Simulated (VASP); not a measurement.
Input:

```
CELL_PARAMETERS angstrom
      4.10932     0.00000     0.00000
     -4.10932     4.10932     0.00000
      0.00000     0.00000    19.93270
ATOMIC_POSITIONS crystal
  Al 0.00000 0.00000 0.46441
  Al 0.00000 0.50000 0.32203
  Al 0.00000 0.00000 0.74916
  Al 0.00000 0.50000 0.60678
  As 0.50000 0.50000 0.25084
  As 0.50000 0.00000 0.39322
  As 0.50000 0.50000 0.53559
  As 0.50000 0.00000 0.67797
```

Method: PBEsol GGA with spin-orbit coupling, VASP's PBE PAW potentials (set 64) (plane waves; VASP). Run with 300 eV cut-off, 6×6×1 Γ-centred mesh, Fermi-Dirac smearing of 0.10 eV, potentials Al As.

The cell holds a wide vacuum, so values per volume refer to the whole cell.

Give the energies of bands 23 to 36 at the high-symmetry points, in eV from the Fermi level.

```csv
band,Γ,X,S,Y
23,-1.17,-1.41,-2.85,-1.43
24,-1.17,-1.41,-2.85,-1.43
25,-0.95,-1.36,-2.41,-1.07
26,-0.95,-1.36,-2.41,-1.07
27,-0.88,-0.98,-2.15,-0.65
28,-0.88,-0.98,-2.15,-0.65
29,-0.25,-0.77,-0.73,-0.41
30,-0.25,-0.77,-0.73,-0.41
31,0.13,-0.26,-0.59,-0.29
32,0.13,-0.26,-0.59,-0.29
33,1.02,1.27,-0.01,0.28
34,1.02,1.27,-0.01,0.28
35,1.13,1.69,0.03,0.41
36,1.13,1.69,0.03,0.41
```

It has no gap at this level: it comes out as a metal or semimetal.

The cell is a sheet with vacuum, built from a database entry that may be metastable or hypothetical.
